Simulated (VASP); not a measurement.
Data:

```yaml
crystal:
  lattice:
    - [1.59692, -2.76596, 0.00000]
    - [1.59692, 2.76596, 0.00000]
    - [0.00000, 0.00000, 5.10148]
  atoms:
    - { symbol: Mg, position: [0.33333, 0.66667, 0.25000] }
    - { symbol: Mg, position: [0.66667, 0.33333, 0.75000] }
```

These are AM05 GGA, VASP's PBE PAW potentials (set 64) (plane waves; VASP 6.6.1) values and carry that method's errors. Numerical set-up: 520 eV cut-off, Gaussian smearing of 0.050 eV, potentials Mg.

Question: What does the run give for the band gap (along the path) with the smallest direct gap where there is one?

Answer: 
```json
{
 "band gap (along the path)": "none (metal, semimetal or under 0.01 eV)"
}
```

The absolute energy has meaning only against runs of the same code, potentials and settings.

The compound is Mg in the hcp structure. It was relaxed first.
